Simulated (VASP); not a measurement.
Here is the system:

```
CELL_PARAMETERS angstrom
      0.00000     2.32597     2.32597
      2.32597     0.00000     2.32597
      2.32597     2.32597     0.00000
ATOMIC_POSITIONS crystal
  Hf 0.00000 0.00000 0.00000
  C  0.50000 0.50000 0.50000
```

Level of theory: PBEsol GGA, VASP's PBE PAW potentials (set 64) (plane waves; VASP). Numerical set-up: 600 eV cut-off, 12×12×12 Γ-centred mesh, first-order Methfessel-Paxton smearing of 0.10 eV, potentials Hf_pv C.

Unless said otherwise, spin-orbit coupling is left out, though it shifts the bands of the heavy elements here.

Question: Predict the energy per atom (σ→0), pressure, band gap (on the k-mesh) with the smallest direct gap where there is one.

Answer: 
| Property | Value |
|---|---|
| band gap (on the k-mesh) | none (metal, semimetal or under 0.01 eV) |
| energy per atom (σ→0) | -11.090 eV/atom |
| pressure | -7.31 GPa |

The compound is HfC in the rock salt structure. This cell was strained or had an atom moved on purpose.
